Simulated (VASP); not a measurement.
Here is the system:

```
SnO
1.0
    3.00621     0.00000     0.00000
    0.00000     3.00621     0.00000
    0.00000     0.00000     3.00621
Sn O
1 1
Direct
  0.00000   0.00000   0.00000
  0.50000   0.50000   0.50000
```

The numbers are results of PBEsol GGA, VASP's PBE PAW potentials (set 64) (plane waves; VASP), not measurements. Run with 620 eV cut-off, 12×12×12 Γ-centred mesh, first-order Methfessel-Paxton smearing of 0.10 eV, potentials Sn_d O.

Energy and stress use the plane-wave basis of the starting cell.

The ions, cell shape and volume at an external pressure of 20.0 GPa are relaxed. Give the cell that the relaxation ends in.

```
SnO
1.0
    2.95050     0.00000     0.00000
    0.00000     2.95050     0.00000
    0.00000     0.00000     2.95050
Sn O
1 1
Direct
  0.00000   0.00000   0.00000
  0.50000   0.50000   0.50000
```
Space group Pm-3m (221), at a tolerance of 0.03 Å.

How do energy and volume change from the first to the last step?

The energy (σ→0) changes by +68.1 meV/atom and the volume by -5.5 %, in 3 ionic steps.

The structure was generated: SnO was put into the CsCl type type (Pm-3m), which need not be its known phase. This run relaxes it under an external pressure of 20 GPa. Symmetry was kept, so distortions that lower it aren't found.
